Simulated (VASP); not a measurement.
Energy against volume of SrO (rock salt). Calculation: rev-vdW-DF2, VASP's PBE PAW potentials (set 64) (plane waves; VASP 6.6.1). Settings: 520 eV cut-off, 9×9×9 Γ-centred mesh, Gaussian smearing of 0.050 eV, potentials Sr_sv O.

```csv
V (Å³/atom),E (eV/atom)
16.703,-4.47253
17.219,-4.47755
17.736,-4.47372
18.252,-4.46242
```

Question: Fit these four points and predict the energy of the run at 16.186 Å³/atom.

Answer: A cubic in V^(−2/3), the third-order Birch-Murnaghan form, passes through the four points with V0 = 17.24 Å³/atom and B0 = 91 GPa, and gives -4.4570 eV/atom there. The run gave -4.4571 eV/atom, -0.0 meV/atom from the fit; all five points give B0 = 91 GPa.

The compound is SrO in the rock salt structure. It was relaxed first.
